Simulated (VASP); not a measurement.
# HfSi2B4 (P2/m) in VASP: a series of runs, part 2 of 2

VASP 6.6.1.

## 4. Single point, r2SCAN

INCAR

```
PREC = Accurate
ENCUT = 520
EDIFF = 1E-6
ISMEAR = 0
SIGMA = 0.1
LREAL = False
LASPH = True
NELM = 150
ALGO = Normal
ISIF = 2
LWAVE = False
LCHARG = False
METAGGA = R2SCAN
LMIXTAU = True
NBANDS = 24
KPAR = 4
```

KPOINTS

```
Automatic mesh
0
Gamma
  6 10 6
```

POSCAR

```
HfSi2B4                                 
1.0
    4.6837152374      0.0000000000      0.0055016623
    0.0000000000      3.1930508273      0.0000000000
   -0.2210652878      0.0000000000      5.1973974132
  Hf              Si              B             
     1     2     4
Direct
     0.5000000000000000    0.0000000000000000    0.5000000000000000
     0.9839313982717927    0.0000000000000000    0.2365693041557504
     0.0160686017282073    0.0000000000000000    0.7634306958442497
     0.6291784592110499    0.5000000000000000    0.1332181053791608
     0.7225219979555531    0.5000000000000000    0.8103435216482856
     0.3708215407889501    0.5000000000000000    0.8667818946208393
     0.2774780020444471    0.5000000000000000    0.1896564783517144
```

Potentials or basis: VASP PAW PBE potentials, release 64 (Hf_pv, Si, B).

Run with:

```bash
$ cat potpaw_PBE.64/Hf_pv/POTCAR potpaw_PBE.64/Si/POTCAR potpaw_PBE.64/B/POTCAR > POTCAR
$ mpirun -np 4 vasp_std > vasp.out
```

OUTCAR:

```text
PREC = Accurate
   ENCUT = 520
   EDIFF = 1E-6
   ISMEAR = 0
   LREAL = False
   LASPH = True
   NELM = 150
   ISIF = 2
   METAGGA = R2SCAN

 ion  position               nearest neighbor table
   1  0.500  0.000  0.500-   5 2.47   7 2.47   5 2.47   7 2.47   4 2.58   6 2.58   6 2.58   4 2.58
                             2 2.70   3 2.70   3 2.73   2 2.73
   2  0.984  0.000  0.237-   7 2.13   7 2.13   4 2.35   4 2.35   3 2.47   1 2.70   1 2.73   3 2.74

   3  0.016  0.000  0.763-   5 2.13   5 2.13   6 2.35   6 2.35   2 2.47   1 2.70   1 2.73   2 2.74

   4  0.629  0.500  0.133-   7 1.69   5 1.75   6 1.80   2 2.35   2 2.35   1 2.58   1 2.58
   5  0.723  0.500  0.810-   6 1.69   4 1.75   3 2.13   3 2.13   1 2.47   1 2.47
   6  0.371  0.500  0.867-   5 1.69   7 1.75   4 1.80   3 2.35   3 2.35   1 2.58   1 2.58
   7  0.277  0.500  0.190-   4 1.69   6 1.75   2 2.13   2 2.13   1 2.47   1 2.47

  LATTYP: Found a simple monoclinic cell.
 ALAT       =     4.6837184686
 B/A-ratio  =     0.6817341496
 C/A-ratio  =     1.1106766348
 COS(beta)  =    -0.0413218172

  Lattice vectors:

 A1 = (   4.6837152374,   0.0000000000,   0.0055016623)
 A2 = (   0.0000000000,   3.1930508273,   0.0000000000)
 A3 = (  -0.2210652878,   0.0000000000,   5.1973974132)
[... 192 lines left out ...]

 k-point     1 :       0.0000    0.0000    0.0000
  band No.  band energies     occupation
      1     -24.3117      2.00000
      2     -24.2490      2.00000
      3     -24.0324      2.00000
      4      -7.4258      2.00000
      5      -2.7661      2.00000
      6      -2.2371      2.00000
[... 637 lines left out ...]
     23      14.3860      0.00000
     24      14.5103      0.00000

 [... further k-points ...]

------------------------ aborting loop because EDIFF is reached ----------------------------------------

  FORCE on cell =-STRESS in cart. coord.  units (eV):
  Direction    XX          YY          ZZ          XY          YZ          ZX
  --------------------------------------------------------------------------------------
  -------------------------------------------------------------------------------------
  Total       -0.9967746     -0.0274915     -0.9626391      0.0000000      0.0000000      0.0008217
  in kB      -20.5448792     -0.5666376    -19.8413002      0.0000000      0.0000000      0.0169358
  external PRESSURE =     -13.6509390 kB  Pullay stress =       0.0000000 kB

 VOLUME and BASIS-vectors are now :
 -----------------------------------------------------------------------------
  energy-cutoff  :      520.00
  volume of cell :       77.73
      direct lattice vectors                 reciprocal lattice vectors
     4.683715237  0.000000000  0.005501662     0.213495055  0.000000000  0.009080765
     0.000000000  3.193050827  0.000000000     0.000000000  0.313180107  0.000000000
    -0.221065288  0.000000000  5.197397413    -0.000225993  0.000000000  0.192394378

 POSITION                                       TOTAL-FORCE (eV/Angst)
 -----------------------------------------------------------------------------------
      2.23132      0.00000      2.60145        -0.000000     -0.000000     -0.000000
      4.55616      0.00000      1.23496         0.095121     -0.000000     -0.021859
     -0.09351      0.00000      3.96794        -0.095121     -0.000000      0.021859
      2.91744      1.59653      0.69585        -0.049234     -0.000000     -0.022786
      3.20495      1.59653      4.21565        -0.028989     -0.000000     -0.059440
      1.54521      1.59653      4.50705         0.049234      0.000000      0.022786
      1.25770      1.59653      0.98725         0.028989      0.000000      0.059440
 -----------------------------------------------------------------------------------
    total drift:                                0.000000      0.000000      0.000000

  FREE ENERGIE OF THE ION-ELECTRON SYSTEM (eV)
  ---------------------------------------------------
  free  energy   TOTEN  =       -91.7285066179 eV

  energy  without entropy=      -91.7199113786  energy(sigma->0) =      -91.72420900
```

Run time: 2.1 min. Hardware: 4 MPI ranks of AMD EPYC 9R45 (Zen 5), shared host; peak memory 0.32 GiB.

Results:

* Free energy: -91.7285 eV
* Pressure: -1.4 GPa
* Largest force: 0.098 eV/Å
* Band gap on the k mesh: none (metal or under the smearing width)

Forces on the atoms (eV/Å):
```
Hf   0.000  0.000  0.000
Si   0.095  0.000 -0.022
Si  -0.095  0.000  0.022
B   -0.049  0.000 -0.023
B   -0.029  0.000 -0.059
B    0.049  0.000  0.023
B    0.029  0.000  0.059
```

Levels at points of the mesh, in eV from the Fermi level:
```csv
k point,band 13,band 14,band 15,band 16,band 17,band 18
"(0.00, 0.00, 0.00)",-0.93,-0.62,0.38,1.50,2.69,3.97
"(0.50, 0.00, 0.00)",-1.37,0.28,0.69,1.27,1.35,2.05
"(0.00, 0.50, 0.00)",-3.68,-3.20,-2.04,-1.37,-0.98,3.86
"(0.50, 0.50, 0.00)",-3.30,-2.51,-1.14,-0.48,0.43,4.49
"(0.00, 0.00, 0.50)",-1.46,0.29,0.57,1.81,1.99,3.26
"(0.50, 0.00, 0.50)",-0.79,-0.71,-0.51,0.22,0.39,2.69
"(0.00, 0.50, 0.50)",-3.45,-2.07,-1.97,-0.86,2.07,2.21
"(0.50, 0.50, 0.50)",-1.65,-1.09,-0.33,0.69,1.46,1.55
```

Caveat: the PAW data sets were made with another functional, which shifts forces and pressure a little. Spin-orbit coupling is left out, which matters for the levels of Hf.
